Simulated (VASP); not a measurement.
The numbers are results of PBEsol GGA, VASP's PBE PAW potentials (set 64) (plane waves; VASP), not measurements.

Input for VASP

KPOINTS:
```
Automatic
0
Gamma
 14 14 14
```

**INCAR**
```
! general
SYSTEM  = ScB
PREC    = Accurate
ENCUT   = 520   ! plane-wave cut-off (eV)
LREAL   = .FALSE.   ! projection in real space or not
LASPH   = .TRUE.

! electronic loop
EDIFF   = 1E-7
NELM    = 100
ALGO    = Normal
LMAXMIX = 4   ! l cut-off of mixed one-centre charges

! smearing
ISMEAR  = -5   ! tetrahedra, Bloechl

! functional
GGA     = PS   ! PBEsol

! ions
ISIF    = 2

! output
LWAVE   = .FALSE.
LCHARG  = .TRUE.
LORBIT  = 11
NEDOS   = 601
```

### POSCAR
```
ScB
1
    2.9370032556    -0.0000000000    -0.0000000000
   -0.0000000000     2.9370032556    -0.0000000000
    0.0000000000    -0.0000000000     2.9370032556
Sc B
1 1
Direct
  0.0000000000   0.0000000000   0.0000000000
  0.5000000000   0.5000000000   0.5000000000
```

POTCAR, in this order: Sc_sv B (PBE.64 set). Program: vasp_std.

What VASP printed:

### OUTCAR
```
 ion  position               nearest neighbor table
   1  0.000  0.000  0.000-   2 2.54   2 2.54   2 2.54   2 2.54   2 2.54   2 2.54   2 2.54   2 2.54
  LATTYP: Found a simple cubic cell.
 ALAT       =     2.9370032556
 Subroutine PRICEL returns:
 Original cell was already a primitive cell.
 Subroutine GETGRP returns: Found 48 space group operations
The static configuration has the point symmetry O_h .
The dynamic configuration has the point symmetry O_h .
 Subroutine INISYM returns: Found 48 space group operations
 Subroutine IBZKPT returns following result:
 Found    120 irreducible k-points:

 Following reciprocal coordinates:
            Coordinates               Weight
  0.000000  0.000000  0.000000      1.000000
  0.071429  0.000000  0.000000      6.000000
  0.142857  0.000000  0.000000      6.000000
  0.214286  0.000000  0.000000      6.000000
  0.285714  0.000000  0.000000      6.000000
  0.357143  0.000000  0.000000      6.000000
  0.428571  0.000000  0.000000      6.000000
  0.500000  0.000000  0.000000      3.000000
  0.071429  0.071429  0.000000     12.000000
  0.142857  0.071429  0.000000     24.000000
  0.214286  0.071429  0.000000     24.000000
  0.285714  0.071429  0.000000     24.000000
  0.357143  0.071429  0.000000     24.000000
  0.428571  0.071429  0.000000     24.000000
  0.500000  0.071429  0.000000     12.000000
  0.142857  0.142857  0.000000     12.000000
  0.214286  0.142857  0.000000     24.000000
  0.285714  0.142857  0.000000     24.000000
  0.357143  0.142857  0.000000     24.000000
  0.428571  0.142857  0.000000     24.000000
  0.500000  0.142857  0.000000     12.000000
  0.214286  0.214286  0.000000     12.000000
  0.285714  0.214286  0.000000     24.000000
  0.357143  0.214286  0.000000     24.000000
  0.428571  0.214286  0.000000     24.000000
  0.500000  0.214286  0.000000     12.000000
  0.285714  0.285714  0.000000     12.000000
  0.357143  0.285714  0.000000     24.000000
  0.428571  0.285714  0.000000     24.000000
  0.500000  0.285714  0.000000     12.000000
  0.357143  0.357143  0.000000     12.000000
  0.428571  0.357143  0.000000     24.000000
  0.500000  0.357143  0.000000     12.000000
  0.428571  0.428571  0.000000     12.000000
  0.500000  0.428571  0.000000     12.000000
  0.500000  0.500000  0.000000      3.000000
  0.071429  0.071429  0.071429      8.000000
  0.142857  0.071429  0.071429     24.000000
  0.214286  0.071429  0.071429     24.000000
  0.285714  0.071429  0.071429     24.000000
   k-points           NKPTS =    120   k-points in BZ     NKDIM =    120   number of bands    NBANDS=     11
   number of dos      NEDOS =    601   number of ions     NIONS =      2
   total plane-waves  NPLWV =  13824
   dimension x,y,z NGX =    24 NGY =   24 NGZ =   24
   dimension x,y,z NGXF=    48 NGYF=   48 NGZF=   48
   ions per type =               1   1
   PREC   = accura    normal or accurate (medium, high low for compatibility)
   ISTART =      0    job   : 0-new  1-cont  2-samecut
   ICHARG =      2    charge: 1-file 2-atom 10-const
   ISPIN  =      1    spin polarized calculation?
   LNONCOLLINEAR =      F non collinear calculations
   LSORBIT =      F    spin-orbit coupling
   INIWAV =      1    electr: 0-lowe 1-rand  2-diag
   ENCUT  =  520.0 eV  38.22 Ry    6.18 a.u.   5.46  5.46  5.46*2*pi/ulx,y,z
   NELM   =    100;   NELMIN=  2; NELMDL= -5     # of ELM steps
   EDIFF  = 0.1E-06   stopping-criterion for ELM
   LREAL  =      F    real-space projection
   NLSPLINE    = F    spline interpolate recip. space projectors
   LMAXMIX     =    4 max onsite mixed and CHGCAR
   VOSKOWN=      0    Vosko Wilk Nusair interpolation
...
```

File OSZICAR:
```
       N       E                     dE             d eps       ncg     rms          rms(c)
DAV:   1     0.900034431830E+02    0.90003E+02   -0.67281E+03  2656   0.134E+03
DAV:   2    -0.120346338681E+02   -0.10204E+03   -0.10008E+03  2704   0.372E+02
DAV:   3    -0.155910790209E+02   -0.35564E+01   -0.34318E+01  4252   0.750E+01
DAV:   4    -0.156467789319E+02   -0.55700E-01   -0.54375E-01  4159   0.661E+00
DAV:   5    -0.156471690407E+02   -0.39011E-03   -0.38765E-03  3451   0.418E-01    0.107E+01
DAV:   6    -0.137373484028E+02    0.19098E+01   -0.70110E+00  4119   0.332E+01    0.357E+00
DAV:   7    -0.137105436945E+02    0.26805E-01   -0.82571E-02  3762   0.284E+00    0.211E+00
DAV:   8    -0.136941931425E+02    0.16351E-01   -0.21465E-02  3883   0.137E+00    0.130E-01
DAV:   9    -0.136940687047E+02    0.12444E-03   -0.35010E-04  4120   0.124E-01    0.407E-02
DAV:  10    -0.136940874039E+02   -0.18699E-04   -0.49731E-05  3756   0.120E-01    0.880E-03
DAV:  11    -0.136940779297E+02    0.94742E-05   -0.10277E-05  4290   0.516E-02    0.781E-03
DAV:  12    -0.136940819964E+02   -0.40667E-05   -0.23996E-06  4369   0.209E-02    0.428E-04
DAV:  13    -0.136940819374E+02    0.59025E-07   -0.19141E-08  1746   0.220E-03
   1 F= -.13694082E+02 E0= -.13694082E+02  d E =0.000000E+00
```

OUTCAR:
```
------------------------ aborting loop because EDIFF is reached ----------------------------------------
  FORCE on cell =-STRESS in cart. coord.  units (eV):
  Direction    XX          YY          ZZ          XY          YZ          ZX
  --------------------------------------------------------------------------------------
  Total       -0.0435790     -0.0435790     -0.0435790      0.0000000     -0.0000000      0.0000000
  in kB       -2.7559686     -2.7559686     -2.7559686      0.0000000     -0.0000000      0.0000000
  external PRESSURE =      -2.7559686 kB  Pullay stress =       0.0000000 kB
  volume of cell :       25.33
      direct lattice vectors                 reciprocal lattice vectors
     2.937003256  0.000000000  0.000000000     0.340483109  0.000000000  0.000000000
     0.000000000  2.937003256  0.000000000     0.000000000  0.340483109  0.000000000
     0.000000000  0.000000000  2.937003256     0.000000000  0.000000000  0.340483109
 POSITION                                       TOTAL-FORCE (eV/Angst)
 -----------------------------------------------------------------------------------
      0.00000      0.00000      0.00000         0.000000      0.000000      0.000000
      1.46850      1.46850      1.46850         0.000000      0.000000      0.000000
 -----------------------------------------------------------------------------------
    total drift:                                0.000000      0.000000      0.000000
  FREE ENERGIE OF THE ION-ELECTRON SYSTEM (eV)
  ---------------------------------------------------
  free  energy   TOTEN  =       -13.6940819374 eV

  energy  without entropy=      -13.6940819374  energy(sigma->0) =      -13.69408194

 total charge

# of ion       s       p       d       tot
------------------------------------------
    1        2.228   6.213   1.251   9.692
    2        0.719   0.923   0.000   1.642
--------------------------------------------------
tot          2.947   7.136   1.251  11.334
```
(Selected blocks of OUTCAR.)

**OUTCAR**
```
 val. band max:        5.8827970504   @ k =   0.2857   0.0000   0.0000

 cond. band min:       5.8594360146   @ k =   0.5000   0.3571   0.3571


 Fermi energy:         5.8673122800

 k-point     1 :       0.0000    0.0000    0.0000
  band No.  band energies     occupation
      1     -42.8374      2.00000
      2     -21.3059      2.00000
      3     -21.3059      2.00000
      4     -21.3059      2.00000
      5      -3.9247      2.00000
      6       5.3381      2.00000
      7       5.3381      2.00000
      8       8.7180      0.00000
      9       8.7180      0.00000
     10       8.7180      0.00000
     11      10.1252      0.00000

 k-point     2 :       0.0714    0.0000    0.0000
  band No.  band energies     occupation
      1     -42.8336      2.00000
      2     -21.3399      2.00000
      3     -21.3028      2.00000
      4     -21.3028      2.00000
      5      -3.8311      2.00000
      6       5.2355      2.00000
      7       5.3786      2.00000
      8       8.4344      0.00000
      9       8.4344      0.00000
     10       8.6874      0.00000
     11      10.1371      0.00000

 k-point     3 :       0.1429    0.0000    0.0000
  band No.  band energies     occupation
      1     -42.8228      2.00000
      2     -21.4339      2.00000
      3     -21.2939      2.00000
      4     -21.2939      2.00000
      5      -3.5563      2.00000
      6       4.8635      2.00000
      7       5.4950      2.00000
      8       7.9078      0.00000
      9       7.9078      0.00000
     10       8.7398      0.00000
     11      10.1706      0.00000

 k-point     4 :       0.2143    0.0000    0.0000
  band No.  band energies     occupation
      1     -42.8072      2.00000
      2     -21.5674      2.00000
      3     -21.2810      2.00000
      4     -21.2810      2.00000
      5      -3.1171      2.00000
      6       4.1714      2.00000
      7       5.6722      2.00137
      8       7.3806      0.00000
      9       7.3806      0.00000
...
```

For a metal the tetrahedron method with Blöchl corrections gives inexact stress and forces.

The structure was generated: ScB was put into the CsCl type type (Pm-3m), which need not be its known phase. It was relaxed first, which changed the volume by -30 %.
